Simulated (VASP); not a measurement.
## HoBi: Ho into a neighbouring Ho vacancy

Wanted: the minimum-energy path in HoBi for this move: Ho into a neighbouring Ho vacancy. The start is a cell from a database of measured crystal structures.

Main program and level: VASP 6.6.1; LDA, 4f electrons in the core; plane waves and PAW (Bi, Ho_3).

Report form: the programs' logs are mostly left out.

### Step 1. The host crystal

It takes space group Fm-3m (No. 225, cubic). The conventional cell has a = 6.228 Å, b = 6.228 Å, c = 6.228 Å, α = 90.00°, β = 90.00°, γ = 90.00°. Nearest to Bi lie 6 Ho at 3.11 Å. Nearest to Ho lie 6 Bi at 3.11 Å. Farther neighbours are not listed.

As a file:

```xyz
2
Lattice="0.0000 3.1140 3.1140 3.1140 0.0000 3.1140 3.1140 3.1140 0.0000" Properties=species:S:1:pos:R:3 pbc="T T T"
Bi    3.1140    3.1140    3.1140
Ho    0.0000    0.0000    0.0000
```

### Step 2. Relax the host

The later steps need the crystal at this functional's own lattice; a raised cutoff keeps the stress reliable while the cell changes.

Contents of INCAR:

```
SYSTEM = HoBi
PREC = Accurate
ENCUT = 350
EDIFF = 1E-06
NELM = 120
ISMEAR = 0
SIGMA = 0.1
LREAL = .FALSE.
ALGO = Normal
GGA = CA
NBANDS = 13
LORBIT = 11
LWAVE = .FALSE.
LCHARG = .FALSE.
KPAR = 3
IBRION = 2
NSW = 40
ISIF = 3
EDIFFG = -0.02
POTIM = 0.4
```

Contents of POSCAR:

```
HoBi
1.0
    0.0000000000      3.1140000000      3.1140000000
    3.1140000000      0.0000000000      3.1140000000
    3.1140000000      3.1140000000      0.0000000000
Bi Ho
1 1
Direct
    0.5000000000      0.5000000000      0.5000000000
    0.0000000000      0.0000000000      0.0000000000
```

Contents of KPOINTS:

```
Automatic mesh
0
Gamma
5 5 5
0 0 0
```

PAW data sets: Bi and Ho_3 (PBE family, release 64).

Launch:

```console
$ mpirun -np 3 vasp_std
```

Elapsed: 12 s, on 3 MPI ranks of Intel Xeon Platinum 8375C at 2.90GHz (Ice Lake), shared host; peak memory 0.4 GiB.

The data set Ho_3 holds the 4f electrons frozen in the core, so no f bands or f moments appear. The k-mesh is coarse for a metal. The PAW data sets were made with PBE, a small mismatch for LDA. The data set Bi keeps the semicore shell frozen, which is cheaper and a little less accurate. The run keeps the 48 symmetry operations of its start, so it cannot find a distortion of lower symmetry.

Step by step:

| step | energy less that of the first step (eV) | largest force (eV/Å) | pressure (GPa) | volume (Å³) |
| --- | --- | --- | --- | --- |
| 1 | 0.0000 | 0.0000 | -2.19 | 60.39 |
| 2 | -0.0133 | 0.0000 | 0.82 | 57.55 |
| 3 | -0.0151 | 0.0000 | 0.00 | 58.25 |

| conventional cell, symmetrised | before | after | change |
| --- | --- | --- | --- |
| a (Å) | 6.228 | 6.154 | -1.2 % |
| b (Å) | 6.228 | 6.154 | -1.2 % |
| c (Å) | 6.228 | 6.154 | -1.2 % |
| volume (Å³/atom) | 30.20 | 29.13 | -3.5 % |

Final coordinates:

```xyz
2
Lattice="0.0000 3.0768 3.0768 3.0768 0.0000 3.0768 3.0768 3.0768 0.0000" Properties=species:S:1:pos:R:3 pbc="T T T"
Bi    3.0768    3.0768    3.0768
Ho    0.0000    0.0000    0.0000
```

Numbers from this step:

- electronic cycles: 25
- electrons: 14
- free energy (TOTEN): -11.51 eV
- energy at zero smearing: -11.51 eV
- Fermi energy: 4.552 eV
- labelled metallic, from the levels on this mesh: yes

The run ended after 3 ionic steps, 0.015 eV below its first step, once forces and stress met EDIFFG = -0.02.

### Step 3. Relax the start

System of this step: Ho7Bi8. The cell holds 15 atoms: 8 Bi and 7 Ho. Its edges and angles: a = 8.703 Å, b = 8.703 Å, c = 8.703 Å, α = 60.0°, β = 60.0°, γ = 60.0°. It derives from HoBi. Nearest the centre at fractional (0.000, 0.000, 0.250): Ho9 at 2.11 Å, Bi5 at 2.17 Å, Bi3 at 2.19 Å, Ho11 at 3.75 Å, Bi8 at 3.76 Å, Ho10 at 3.77 Å, Ho12 at 3.77 Å, Ho13 at 3.77 Å.

A path needs two true minima; the start is relaxed with symmetry off.

Contents of INCAR:

```
SYSTEM = Ho7Bi8
PREC = Normal
ENCUT = 280
EDIFF = 1E-05
NELM = 120
ISMEAR = 1
SIGMA = 0.15
LREAL = Auto
ALGO = Fast
GGA = CA
NBANDS = 66
LORBIT = 11
LWAVE = .FALSE.
LCHARG = .FALSE.
KPAR = 3
IBRION = 2
NSW = 60
ISIF = 2
EDIFFG = -0.05
POTIM = 0.4
MAXMIX = 40
ISYM = 0
```

Contents of POSCAR:

```
Ho7Bi8
1.0
    0.0000000000      6.1536149806      6.1536149806
    6.1536149806      0.0000000000      6.1536149806
    6.1536149806      6.1536149806      0.0000000000
Bi Ho
8 7
Direct
    0.2513105647      0.2497633962      0.2513597946
    0.2543143545      0.2471364173      0.7486281626
    0.2524093866      0.7487755182      0.2494793182
    0.2504566466      0.7513202374      0.7496357292
    0.7501485709      0.2482844824      0.2493219519
    0.7486161291      0.2504333507      0.7515129726
    0.7508659274      0.7491605356      0.2482981664
    0.7541867927      0.7490851842      0.7500190727
    0.0010520274     -0.0016200580      0.4928084489
    0.0013864295      0.4993198933     -0.0006920637
   -0.0058623501      0.5046350877      0.5022481468
    0.4988088217      0.0033462152      0.0032930420
    0.4984292094      0.0021150715      0.4962143451
    0.4967180384      0.5010613915     -0.0007070824
    0.4984221016      0.5012585090      0.4985073403
```

Contents of KPOINTS:

```
Automatic mesh
0
Gamma
3 3 3
0 0 0
```

Launch:

```console
$ mpirun -np 3 vasp_std
```

The job ended after 4.9 min (3 MPI ranks; peak memory 0.77 GiB; 15 min of CPU time).

This run has no spin polarisation. Its electron count is odd, so without a moment it is a metal by construction.

Relaxation path:

| step | energy less that of the first step (eV) | largest force (eV/Å) |
| --- | --- | --- |
| 1 | 0.0000 | 0.3422 |
| 2 | -0.0315 | 0.2342 |
| 3 | -0.0613 | 0.1640 |
| 4 | -0.0685 | 0.1002 |
| 5 | -0.0735 | 0.0476 |

The atoms that moved most (Å):

| atom | dx | dy | dz | length |
| --- | --- | --- | --- | --- |
| Bi2 | 0.016 | -0.022 | -0.051 | 0.058 |
| Bi3 | 0.002 | -0.056 | -0.007 | 0.057 |
| Ho9 | 0.042 | 0.025 | 0.005 | 0.049 |
| Bi6 | -0.023 | 0.042 | 0.008 | 0.049 |
| Bi4 | 0.042 | -0.017 | -0.010 | 0.047 |
| Bi7 | 0.005 | 0.004 | 0.046 | 0.046 |
| Bi5 | -0.035 | -0.013 | 0.012 | 0.039 |
| Bi8 | 0.021 | -0.027 | -0.018 | 0.039 |

Final coordinates:

```
Bi Ho
1.0
     0.00000    6.15361    6.15361
     6.15361    0.00000    6.15361
     6.15361    6.15361    0.00000
Bi Ho
8 7
Direct
  0.24887 0.25146 0.25097
  0.24709 0.24609 0.75232
  0.24711 0.75296 0.24565
  0.24482 0.75527 0.75254
  0.75288 0.24745 0.24448
  0.75457 0.24578 0.75244
  0.75451 0.75297 0.24525
  0.74880 0.75151 0.75105
  0.00007 0.00012 0.49789
  0.00172 0.49886 0.99868
  0.99899 0.50115 0.50141
  0.49939 0.00139 0.00076
  0.50155 0.99886 0.49914
  0.50019 0.50043 0.99775
  0.50070 0.49978 0.49958
```

This step gave:

```
electronic cycles       : 55
electrons               : 103
free energy (TOTEN)     : -83.2737 eV
energy at zero smearing : -83.2791 eV
Fermi energy            : 4.081 eV
```

The run ended after 5 ionic steps, 0.074 eV below its first step, once the forces on the free atoms met EDIFFG = -0.05.

### Step 4. Relax the end

The end state is relaxed in the same way, so that both ends share their errors.

INCAR is that of step 3.

Contents of POSCAR:

```
Ho7Bi8
1.0
    0.0000000000      6.1536149806      6.1536149806
    6.1536149806      0.0000000000      6.1536149806
    6.1536149806      6.1536149806      0.0000000000
Bi Ho
8 7
Direct
    0.2490799092      0.2492745811      0.2510357504
    0.2510047219      0.2500380742      0.7518916795
    0.2517037831      0.7466664757      0.2506741762
    0.2483156554      0.7546564747      0.7482009047
    0.7474932054      0.2514865830      0.2484482083
    0.7487592674      0.2480485013      0.7521273377
    0.7513653892      0.7471176175      0.2492832849
    0.7481721745      0.7464690653      0.7542963567
    0.0010932306     -0.0020602291      0.0028870216
    0.0029519314      0.4978718007     -0.0005070471
   -0.0044249064      0.4996088161      0.5033029132
    0.5007142248      0.0018056723     -0.0021632207
    0.4950928923      0.0010226818      0.4996066486
    0.4986280140      0.4992911169      0.0035813053
    0.5014869742      0.5000353971      0.4999611942
```

KPOINTS is that of step 3.

Launch:

```console
$ mpirun -np 3 vasp_std
```

Run time: 6.3 min. Hardware: 3 MPI ranks; peak memory 0.8 GiB; 19 min of CPU time.

Step by step:

| step | energy less that of the first step (eV) | largest force (eV/Å) |
| --- | --- | --- |
| 1 | 0.0000 | 0.3357 |
| 2 | -0.0250 | 0.2524 |
| 3 | -0.0578 | 0.1350 |
| 4 | -0.0583 | 0.1481 |
| 5 | -0.0651 | 0.0959 |
| 6 | -0.0682 | 0.0382 |

The atoms that moved most (Å):

| atom | dx | dy | dz | length |
| --- | --- | --- | --- | --- |
| Bi5 | 0.008 | 0.069 | 0.006 | 0.069 |
| Bi8 | -0.001 | -0.016 | 0.067 | 0.069 |
| Bi3 | 0.068 | -0.007 | 0.000 | 0.068 |
| Bi1 | 0.003 | 0.001 | -0.057 | 0.057 |
| Bi6 | -0.051 | 0.005 | 0.012 | 0.053 |
| Bi4 | -0.014 | -0.040 | -0.023 | 0.048 |
| Ho13 | -0.008 | 0.037 | 0.022 | 0.044 |
| Ho14 | -0.020 | -0.024 | -0.002 | 0.031 |

Final coordinates:

```cif
data_structure
_symmetry_space_group_name_H-M 'P 1'
_symmetry_Int_Tables_number 1
_cell_length_a 8.7025
_cell_length_b 8.7025
_cell_length_c 8.7025
_cell_angle_alpha 60.000
_cell_angle_beta 60.000
_cell_angle_gamma 60.000
_cell_volume 466.04
loop_
_atom_site_label
_atom_site_type_symbol
_atom_site_fract_x
_atom_site_fract_y
_atom_site_fract_z
_atom_site_occupancy
Bi1 Bi 0.24427 0.24479 0.25597 1
Bi2 Bi 0.25013 0.24908 0.74979 1
Bi3 Bi 0.24567 0.75269 0.25565 1
Bi4 Bi 0.24428 0.75488 0.74577 1
Bi5 Bi 0.75293 0.24705 0.25417 1
Bi6 Bi 0.75424 0.24445 0.74745 1
Bi7 Bi 0.75006 0.74963 0.25035 1
Bi8 Bi 0.75241 0.75314 0.74745 1
Ho9 Ho 0.00055 0.99930 0.00176 1
Ho10 Ho 0.99964 0.49934 0.00013 1
Ho11 Ho 0.99915 0.50000 0.50092 1
Ho12 Ho 0.49882 0.99944 0.00132 1
Ho13 Ho 0.50060 0.99908 0.50018 1
Ho14 Ho 0.49810 0.49941 0.00023 1
Ho15 Ho 0.50060 0.49905 0.50149 1
```

Numbers from this step:

```yaml
free_energy_toten: -83.2750 eV
energy_at_zero_smearing: -83.2805 eV
fermi_energy: 4.079 eV
```

The run ended after 6 ionic steps, 0.068 eV below its first step, once the forces on the free atoms met EDIFFG = -0.05.

### Step 5. Nudged elastic band

Images on a straight line between the ends relax across the path, while springs keep them spaced along it.

Contents of INCAR:

```
SYSTEM = Ho7Bi8
PREC = Normal
ENCUT = 280
EDIFF = 1E-05
NELM = 120
ISMEAR = 1
SIGMA = 0.15
LREAL = Auto
ALGO = Fast
GGA = CA
NBANDS = 66
LWAVE = .FALSE.
LCHARG = .FALSE.
IMAGES = 3
SPRING = -5
IBRION = 1
POTIM = 0.3
NSW = 60
EDIFFG = -0.05
ISYM = 0
ISIF = 0
```

Contents of POSCAR:

```
Ho7Bi8
1.0
    0.0000000000      6.1536149806      6.1536149806
    6.1536149806      0.0000000000      6.1536149806
    6.1536149806      6.1536149806      0.0000000000
Bi Ho
8 7
Direct
    0.2488745586      0.2514561859      0.2509704685
    0.2470906823      0.2460879226      0.7523249017
    0.2471073582      0.7529568712      0.2456516655
    0.2448214338      0.7552736791      0.7525372349
    0.7528842193      0.2474496130      0.2444830786
    0.7545653126      0.2457763582      0.7524381524
    0.7545059053      0.7529745036      0.2452535710
    0.7487971014      0.7515081968      0.7510462010
    0.0000695006      0.0001191221      0.4978943630
    0.0017237292      0.4988572351      0.9986842327
    0.9989879025      0.5011538108      0.5014107709
    0.4993928701      0.0013892471      0.0007587952
    0.5015494374      0.9988578768      0.4991448916
    0.5001889258      0.5004325516      0.9977515305
    0.5007037133      0.4997820582      0.4995774875
```

KPOINTS is that of step 4.

Contents of 00/POSCAR:

```
Ho7Bi8
1.0
    0.0000000000      6.1536149806      6.1536149806
    6.1536149806      0.0000000000      6.1536149806
    6.1536149806      6.1536149806      0.0000000000
Bi Ho
8 7
Direct
    0.2488745586      0.2514561859      0.2509704685
    0.2470906823      0.2460879226      0.7523249017
    0.2471073582      0.7529568712      0.2456516655
    0.2448214338      0.7552736791      0.7525372349
    0.7528842193      0.2474496130      0.2444830786
    0.7545653126      0.2457763582      0.7524381524
    0.7545059053      0.7529745036      0.2452535710
    0.7487971014      0.7515081968      0.7510462010
    0.0000695006      0.0001191221      0.4978943630
    0.0017237292      0.4988572351      0.9986842327
    0.9989879025      0.5011538108      0.5014107709
    0.4993928701      0.0013892471      0.0007587952
    0.5015494374      0.9988578768      0.4991448916
    0.5001889258      0.5004325516      0.9977515305
    0.5007037133      0.4997820582      0.4995774875
```

Contents of 01/POSCAR:

```
Ho7Bi8
1.0
    0.0000000000      6.1536149806      6.1536149806
    6.1536149806      0.0000000000      6.1536149806
    6.1536149806      6.1536149806      0.0000000000
Bi Ho
8 7
Direct
    0.2477231344      0.2497896789      0.2522197865
    0.2478517038      0.2468369078      0.7516918740
    0.2467472614      0.7528905721      0.2481521029
    0.2446861931      0.7551764637      0.7508449460
    0.7528944813      0.2473499989      0.2469039938
    0.7544850732      0.2454437428      0.7511903028
    0.7533932836      0.7521382826      0.2465266446
    0.7496993538      0.7519165416      0.7501477382
    0.0001898746     -0.0000850686      0.3738602795
    0.0012017904      0.4989770060      0.9990459010
    0.9990278444      0.5008643575      0.5012886477
    0.4992498987      0.0009025748      0.0008998542
    0.5013108979      0.9989126399      0.4994027564
    0.4996670203      0.5001778819      0.9983716402
    0.5006782937      0.4995980012      0.5000556693
```

Contents of 02/POSCAR:

```
Ho7Bi8
1.0
    0.0000000000      6.1536149806      6.1536149806
    6.1536149806      0.0000000000      6.1536149806
    6.1536149806      6.1536149806      0.0000000000
Bi Ho
8 7
Direct
    0.2465717102      0.2481231720      0.2534691046
    0.2486127252      0.2475858930      0.7510588463
    0.2463871645      0.7528242730      0.2506525403
    0.2445509524      0.7550792484      0.7491526571
    0.7529047434      0.2472503848      0.2493249089
    0.7544048337      0.2451111274      0.7499424532
    0.7522806620      0.7513020615      0.2477997182
    0.7506016063      0.7523248864      0.7492492755
    0.0003102485     -0.0002892592      0.2498261960
    0.0006798517      0.4990967770      0.9994075693
    0.9990677864      0.5005749042      0.5011665244
    0.4991069272      0.0004159025      0.0010409132
    0.5010723584      0.9989674030      0.4996606212
    0.4991451148      0.4999232122      0.9989917500
    0.5006528742      0.4994139443      0.5005338511
```

Contents of 03/POSCAR:

```
Ho7Bi8
1.0
    0.0000000000      6.1536149806      6.1536149806
    6.1536149806      0.0000000000      6.1536149806
    6.1536149806      6.1536149806      0.0000000000
Bi Ho
8 7
Direct
    0.2454202859      0.2464566650      0.2547184226
    0.2493737467      0.2483348781      0.7504258186
    0.2460270676      0.7527579738      0.2531529777
    0.2444157118      0.7549820330      0.7474603682
    0.7529150054      0.2471507706      0.2517458240
    0.7543245942      0.2447785120      0.7486946035
    0.7511680404      0.7504658405      0.2490727918
    0.7515038587      0.7527332312      0.7483508128
    0.0004306225     -0.0004934499      0.1257921126
    0.0001579129      0.4992165480      0.9997692376
    0.9991077283      0.5002854509      0.5010444012
    0.4989639558     -0.0000707698      0.0011819722
    0.5008338188      0.9990221662      0.4999184860
    0.4986232092      0.4996685426      0.9996118598
    0.5006274546      0.4992298874      0.5010120330
```

Contents of 04/POSCAR:

```
Ho7Bi8
1.0
    0.0000000000      6.1536149806      6.1536149806
    6.1536149806      0.0000000000      6.1536149806
    6.1536149806      6.1536149806      0.0000000000
Bi Ho
8 7
Direct
    0.2442688617      0.2447901580      0.2559677406
    0.2501347682      0.2490838633      0.7497927909
    0.2456669708      0.7526916747      0.2556534151
    0.2442804711      0.7548848176      0.7457680793
    0.7529252674      0.2470511565      0.2541667392
    0.7542443548      0.2444458966      0.7474467539
    0.7500554187      0.7496296195      0.2503458654
    0.7524061111      0.7531415760      0.7474523500
    0.0005509965     -0.0006976406      0.0017580291
   -0.0003640259      0.4993363189      1.0001309059
    0.9991476702      0.4999959976      0.5009222780
    0.4988209844     -0.0005574421      0.0013230312
    0.5005952793      0.9990769293      0.5001763508
    0.4981013037      0.4994138729      1.0002319695
    0.5006020351      0.4990458304      0.5014902148
```

Launch:

```console
$ mpirun -np 3 vasp_std
```

Run time: 1.8 h. Hardware: 3 MPI ranks; peak memory 0.74 GiB.

The band used up its steps before its forces met the threshold, so no barrier is taken from it.

### Step 6. Results

| Quantity | Value |
| --- | --- |
| result | none |

What this shows: The session ends without its result: «nudged elastic band» used up its steps.

[Lines on the potential files, build, host, timing and source positions are cut from VASP's logs without a mark.]

[Logs are printed without paths, hosts, clocks, repeated set-up lines and the standing remarks that a program may print on its own settings, such as how far it seeks lower states.]

[Hosts, paths, dates, database ids (printed as entryN), source tags and the programs' standing remarks are cut or masked in the printed files.]

[Runs that stopped without an error message from VASP are left out.]
